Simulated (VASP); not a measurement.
Runs of VASP 6.6.1 on TaBr3F3. All rows change the cell; the cell of one of them follows. The structure is cubic, space group Pm-3m (No. 221). Conventional cell: a = 5.391 Å, b = 5.391 Å, c = 5.391 Å, α = 90.00°, β = 90.00°, γ = 90.00°. Ta (site symmetry m-3m) is surrounded by 6 F at 2.70 Å. Br (site symmetry 4/mmm) is surrounded by 4 F at 2.70 Å. F (site symmetry 4/mmm) is surrounded by 2 Ta at 2.70 Å and 4 Br at 2.70 Å. The cell was built by a generator and needn't be a form met in nature.

```tsv
task	cell	k mesh	cutoff (eV)	gap on the mesh (eV)	pressure (GPa)	relaxed volume (Å³/atom)
relaxation of cell and atoms	relaxed from: species swapped into the Ce3GaBr3 type (Pm-3m, No. 221)	4 × 4 × 4	600	none	-0.2	18.17
single point	species swapped into the Ce3GaBr3 type (Pm-3m, No. 221)	4 × 4 × 4	520	none	-0.5	-
relaxation of cell and atoms	relaxed from: species swapped into the Ce3GaBr3 type (Pm-3m, No. 221)	8 × 8 × 8	600	none	0.0	(a)
single point	species swapped into the Ce3GaBr3 type (Pm-3m, No. 221)	8 × 8 × 8	520	none	-0.2	-
```

Alike in all rows: level PBE; potentials or basis VASP PAW PBE potentials, release 64 (Ta_pv, Br, F); no spin polarisation; smearing gaussian 0.1 eV.

Q: Estimate the missing entries.

A: (a) 18.09.

Caveats: an odd number of electrons without spin polarisation forces a metal; a magnetic or distorted state may lie lower; the volume moved by over 15 % at a fixed basis, so the end points are rough (some runs).

A k mesh can miss the band edges, and the runs leave out spin-orbit coupling on Br, Ta.

A gap of «none» marks a metal or a gap under the smearing width.
